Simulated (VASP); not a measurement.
# AlIn3N2: density of states with PBE

AlIn3N2:

```xyz
6
Lattice="3.1356 0.0000 0.0000 -1.5678 2.7155 0.0000 0.0000 0.0000 12.3011" Properties=species:S:1:pos:R:3 pbc="T T T"
Al    0.0000    0.0000    0.0000
In    0.0000    1.8103    3.0725
In    1.5678    0.9052    9.2285
In    0.0000    0.0000    6.1505
N     1.5678    0.9052   11.3242
N     0.0000    1.8103    0.9769
```

The cell was built by a generator and needn't be a form met in nature.

```json
{
 "Program": "VASP 6.6.1",
 "Task": "density of states",
 "Functional": "PBE",
 "Potentials or basis": "VASP PAW PBE potentials, release 64 (Al, In_d, N)",
 "Cutoff": "520 eV",
 "k mesh": "12 × 12 × 4",
 "Occupations": "gaussian, width 0.1 eV",
 "Spin": "no spin polarisation",
 "k mesh for the DOS": "18 × 18 × 6",
 "Occupations for the DOS": "tetrahedron",
 "Further INCAR settings": "ALGO = Normal; EDIFF = 1e-07"
}
```

The valence electrons inside the program's atomic spheres are Al 0.69; In 11.44, 11.36; N 3.65.

Levels at points of the mesh, in eV from the Fermi level:
```csv
k point,band 24,band 25,band 26,band 27,band 28,band 29
"(0.00, 0.00, 0.00)",-0.56,0.28,0.28,1.54,3.41,6.22
"(0.50, 0.00, 0.00)",-1.82,-1.48,-1.33,-0.08,0.50,0.60
"(0.00, 0.00, 0.50)",-0.56,0.23,0.28,0.28,4.64,5.27
"(0.50, 0.00, 0.50)",-1.82,-1.22,-0.37,-0.23,-0.08,0.43
```

States per cell in windows of 0.5 eV (zero at the Fermi level; states under -8 eV left out):
```csv
from (eV),total,N5_p,N6_p,In4_p,In2_p,In3_p,In4_s
-8.0,0.27,0.00,0.00,0.01,0.00,0.00,0.05
-7.5,0.38,0.01,0.01,0.01,0.01,0.01,0.05
-7.0,0.41,0.01,0.01,0.01,0.01,0.01,0.05
-6.5,0.53,0.02,0.02,0.01,0.01,0.01,0.06
-6.0,0.74,0.03,0.03,0.02,0.02,0.02,0.08
-5.5,1.07,0.10,0.10,0.02,0.03,0.03,0.07
-5.0,1.28,0.15,0.15,0.02,0.03,0.03,0.08
-4.5,0.96,0.11,0.11,0.02,0.03,0.03,0.05
-4.0,1.19,0.13,0.13,0.04,0.04,0.04,0.07
-3.5,0.82,0.09,0.09,0.03,0.03,0.03,0.06
-3.0,1.52,0.19,0.19,0.03,0.05,0.05,0.08
-2.5,1.24,0.18,0.18,0.05,0.04,0.04,0.04
-2.0,1.57,0.26,0.26,0.05,0.05,0.05,0.04
-1.5,1.66,0.29,0.29,0.06,0.07,0.07,0.04
-1.0,1.90,0.36,0.36,0.06,0.09,0.09,0.04
-0.5,2.08,0.42,0.42,0.05,0.11,0.11,0.05
0.0,1.22,0.23,0.23,0.05,0.05,0.05,0.04
0.5,0.80,0.06,0.06,0.07,0.06,0.06,0.04
1.0,0.81,0.06,0.06,0.09,0.06,0.06,0.03
1.5,1.15,0.07,0.07,0.14,0.08,0.08,0.03
2.0,0.70,0.02,0.02,0.10,0.06,0.06,0.02
2.5,0.50,0.01,0.01,0.07,0.04,0.04,0.01
3.0,0.79,0.02,0.02,0.13,0.05,0.05,0.02
3.5,0.76,0.02,0.02,0.12,0.05,0.05,0.02
4.0,0.66,0.02,0.02,0.07,0.06,0.06,0.02
4.5,0.49,0.02,0.02,0.06,0.04,0.04,0.01
5.0,0.38,0.01,0.01,0.06,0.03,0.03,0.01
5.5,0.54,0.01,0.01,0.07,0.04,0.04,0.01
6.0,0.49,0.02,0.02,0.06,0.03,0.03,0.01
6.5,0.19,0.00,0.00,0.02,0.02,0.02,0.00
7.0,0.15,0.00,0.00,0.01,0.01,0.01,0.00
7.5,0.18,0.00,0.00,0.01,0.01,0.01,0.00
```

It took 2.1 min on 4 MPI ranks on Intel(R) Xeon(R) Platinum 8488C (Sapphire Rapids), with other jobs on the host, peak memory 0.63 GiB a rank.
